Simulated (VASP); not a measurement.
Crystal: RuSe.

```
Ru Se
1.0
     0.00000    2.67762    2.67762
     2.67762    0.00000    2.67762
     2.67762    2.67762    0.00000
Ru Se
1 1
Direct
  0.50000 0.50000 0.50000
  0.00000 0.00000 0.00000
```

The cell comes from a database or a generator and needn't be the stable form of this composition.

Base run:

- Program: VASP 6.6.1
- Functional: r2SCAN
- Potentials or basis: VASP PAW PBE potentials, release 64 (Ru_pv, Se)
- Cutoff: 520 eV
- k mesh: 6 × 6 × 6
- Occupations: gaussian, width 0.05 eV
- Spin: collinear spin, ferromagnetic start
- Starting moments: [1.0, 0.0] μB
- Hubbard terms: Ru d U = 4 eV

Its results: band gap on the k mesh none (metal or under the smearing width); pressure 7.0 GPa; net moment 3.45 μB per cell; site moments Ru +3.13; Se +0.16 μB.

Task: The run is repeated on the same cell with these changes: hubbard terms from Ru d U = 4 eV to Ru d U = 3 eV. What comes out?

Result: Band gap on the k mesh none (metal or under the smearing width); pressure -2.2 GPa; net moment 2.44 μB per cell; site moments Ru +2.37; Se -0.00 μB.

Caveats: the PAW data sets were made with another functional, which shifts forces and pressure a little.
